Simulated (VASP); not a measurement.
All values below come from PBEsol GGA, VASP's PBE PAW potentials (set 64) (plane waves; VASP 6.6.1).

Input for VASP

File KPOINTS:
```
K-points
0
G
  8 8 2
0 0 0
```

### POSCAR
```
MoS2
1
    1.5505545808    -2.6856389078     0.0000000000
    1.5505545808     2.6856389078    -0.0000000000
   -0.0000000000     0.0000000000    11.6206134664
Mo S
2 4
Direct
  0.3333330000   0.6666670000   0.2500000000
  0.6666670000   0.3333330000   0.7500000000
  0.3333330000   0.6666670000   0.8846098596
  0.6666670000   0.3333330000   0.3846098596
  0.6666670000   0.3333330000   0.1153901404
  0.3333330000   0.6666670000   0.6153901404
```

INCAR:
```
! general
SYSTEM =MoS2
PREC   =Accurate
ENCUT  =500
LREAL  =F
LASPH  =T

! electronic loop
EDIFF  =1E-6
NELM   =100
ALGO   =Normal
LMAXMIX=4

! smearing
ISMEAR =0
SIGMA  =0.05

! functional
GGA    =PS

! ions
IBRION =2
NSW    =40
ISIF   =3
EDIFFG =-0.02
PSTRESS=50

! output
LWAVE  =F
LCHARG =F
```

POTCAR, in this order: Mo_sv S (PBE.64 set). Program: vasp_std.

Output of the run:

**OSZICAR**
```
       N       E                     dE             d eps       ncg     rms          rms(c)
DAV:   1     0.442121358602E+03    0.44212E+03   -0.29394E+04  1392   0.156E+03
DAV:   2    -0.253854087795E+02   -0.46751E+03   -0.45747E+03  1534   0.400E+02
DAV:   3    -0.490392621994E+02   -0.23654E+02   -0.23363E+02  1612   0.786E+01
DAV:   4    -0.494918830362E+02   -0.45262E+00   -0.45169E+00  1489   0.110E+01
DAV:   5    -0.495038316493E+02   -0.11949E-01   -0.11942E-01  1646   0.158E+00    0.391E+01
DAV:   6    -0.474035665927E+02    0.21003E+01   -0.18372E+01  1414   0.237E+01    0.136E+01
DAV:   7    -0.471081190275E+02    0.29545E+00   -0.86399E+00  1397   0.147E+01    0.887E+00
DAV:   8    -0.467636509506E+02    0.34447E+00   -0.16043E+00  1568   0.698E+00    0.333E+00
DAV:   9    -0.467747744065E+02   -0.11123E-01   -0.16061E-01  1656   0.189E+00    0.144E+00
DAV:  10    -0.467659445468E+02    0.88299E-02   -0.64342E-02  1484   0.143E+00    0.325E-01
DAV:  11    -0.467658990304E+02    0.45516E-04   -0.30316E-03  1551   0.305E-01    0.210E-01
DAV:  12    -0.467658538933E+02    0.45137E-04   -0.23498E-04  1453   0.812E-02    0.113E-01
DAV:  13    -0.467658364010E+02    0.17492E-04   -0.20634E-04  1586   0.738E-02    0.322E-02
DAV:  14    -0.467658378546E+02   -0.14536E-05   -0.21880E-05  1479   0.275E-02    0.319E-02
DAV:  15    -0.467658368904E+02    0.96422E-06   -0.27803E-06  1175   0.109E-02
   1 F= -.43745516E+02 E0= -.43745516E+02  d E =-.437455E+02
       N       E                     dE             d eps       ncg     rms          rms(c)
DAV:   1    -0.467718691650E+02   -0.60313E-02   -0.35579E-02  1324   0.144E+00    0.376E-01
DAV:   2    -0.467709146326E+02    0.95453E-03   -0.82554E-03  1450   0.589E-01    0.167E-01
DAV:   3    -0.467706579303E+02    0.25670E-03   -0.12892E-03  1472   0.164E-01    0.407E-02
DAV:   4    -0.467706264189E+02    0.31511E-04   -0.17355E-04  1359   0.820E-02    0.362E-02
DAV:   5    -0.467706249765E+02    0.14424E-05   -0.24317E-05  1608   0.291E-02    0.314E-02
DAV:   6    -0.467706203262E+02    0.46503E-05   -0.14284E-05  1340   0.173E-02    0.410E-03
DAV:   7    -0.467706198742E+02    0.45202E-06   -0.17871E-06   917   0.878E-03
   2 F= -.43745653E+02 E0= -.43745653E+02  d E =-.137316E-03
       N       E                     dE             d eps       ncg     rms          rms(c)
DAV:   1    -0.467721073084E+02   -0.14870E-02   -0.30614E-03  1317   0.422E-01    0.110E-01
DAV:   2    -0.467720262336E+02    0.81075E-04   -0.71316E-04  1466   0.173E-01    0.494E-02
DAV:   3    -0.467720038225E+02    0.22411E-04   -0.11115E-04  1500   0.480E-02    0.118E-02
DAV:   4    -0.467720009772E+02    0.28453E-05   -0.14862E-05  1387   0.240E-02    0.108E-02
DAV:   5    -0.467720003550E+02    0.62220E-06   -0.18675E-06   983   0.852E-03
   3 F= -.43745667E+02 E0= -.43745667E+02  d E =-.151866E-03
       N       E                     dE             d eps       ncg     rms          rms(c)
DAV:   1    -0.467726162811E+02   -0.61530E-03   -0.34549E-03  1268   0.311E-01    0.530E-02
DAV:   2    -0.467726001377E+02    0.16143E-04   -0.32342E-04  1425   0.108E-01    0.399E-02
DAV:   3    -0.467725945233E+02    0.56144E-05   -0.22226E-05  1352   0.254E-02    0.188E-02
DAV:   4    -0.467725933204E+02    0.12029E-05   -0.99474E-06  1284   0.155E-02    0.736E-03
DAV:   5    -0.467725930563E+02    0.26413E-06   -0.45955E-07   711   0.472E-03
   4 F= -.43745740E+02 E0= -.43745740E+02  d E =-.730470E-04
       N       E                     dE             d eps       ncg     rms          rms(c)
DAV:   1    -0.467744653594E+02   -0.18720E-02   -0.31009E-02  1247   0.931E-01    0.160E-01
DAV:   2    -0.467743189823E+02    0.14638E-03   -0.29402E-03  1433   0.323E-01    0.123E-01
DAV:   3    -0.467742677698E+02    0.51212E-04   -0.20203E-04  1478   0.764E-02    0.579E-02
DAV:   4    -0.467742566570E+02    0.11113E-04   -0.97591E-05  1423   0.468E-02    0.218E-02
DAV:   5    -0.467742558980E+02    0.75899E-06   -0.48914E-06  1300   0.124E-02
   5 F= -.43745844E+02 E0= -.43745844E+02  d E =-.177056E-03
```

OUTCAR:
```
------------------------ aborting loop because EDIFF is reached ----------------------------------------
  FORCE on cell =-STRESS in cart. coord.  units (eV):
  Direction    XX          YY          ZZ          XY          YZ          ZX
  --------------------------------------------------------------------------------------
  Total        3.0041393      3.0041382      3.1161932      0.0000000      0.0000000      0.0000000
  in kB       49.5992596     49.5992419     51.4493046      0.0000000      0.0000000      0.0000000
  external PRESSURE =       0.2159354 kB  Pullay stress =      50.0000000 kB
  volume of cell :       97.04
      direct lattice vectors                 reciprocal lattice vectors
     1.551307809 -2.686943463  0.000000000     0.322308698 -0.186085047 -0.000000000
     1.551307809  2.686943463  0.000000000     0.322308698  0.186085047 -0.000000000
     0.000000000  0.000000000 11.640428077    -0.000000000  0.000000000  0.085907494
 POSITION                                       TOTAL-FORCE (eV/Angst)
 -----------------------------------------------------------------------------------
      1.55131      0.89565      2.91011         0.000000      0.000000      0.000000
      1.55131     -0.89565      8.73032        -0.000000     -0.000000      0.000000
      1.55131      0.89565     10.29319        -0.000000      0.000000      0.006757
      1.55131     -0.89565      4.47298        -0.000000      0.000000      0.006757
      1.55131     -0.89565      1.34724        -0.000000      0.000000     -0.006757
      1.55131      0.89565      7.16745        -0.000000     -0.000000     -0.006757
 -----------------------------------------------------------------------------------
    total drift:                               -0.000204      0.001544     -0.000030
  FREE ENERGIE OF THE ION-ELECTRON SYSTEM (eV)
  ---------------------------------------------------
  free  energy   TOTEN  =       -46.7742558980 eV

  energy  without entropy=      -46.7742558980  energy(sigma->0) =      -46.77425590
  enthalpy is  TOTEN    =       -43.7458444693 eV   P V=        3.0284114288

 reached required accuracy - stopping structural energy minimisation
```
(Selected blocks of OUTCAR.)

**CONTCAR**
```
MoS2
   1.00000000000000
     1.5513078089563770   -2.6869434633722098    0.0000000000000000
     1.5513078089563770    2.6869434633722098    0.0000000000000000
     0.0000000000000000    0.0000000000000000   11.6404280769626318
  Mo              S
     2     4
Direct
     0.3333330000000032    0.6666669999999968    0.2500000000000000
     0.6666669999999968    0.3333330000000032    0.7500000000000000
     0.3333330000000032    0.6666669999999968    0.8842621515187390
     0.6666669999999968    0.3333330000000032    0.3842621515187389
     0.6666669999999968    0.3333330000000032    0.1157378484812611
     0.3333330000000032    0.6666669999999968    0.6157378484812610
```

Without a dispersion term in the relaxation, distances and binding between the weakly bound layers, chains or molecules are unreliable, and so is what depends on them.

The compound is MoS2 in the 2H layered structure. This run relaxes it under an external pressure of 5 GPa. Symmetry was kept, so distortions that lower it aren't found.
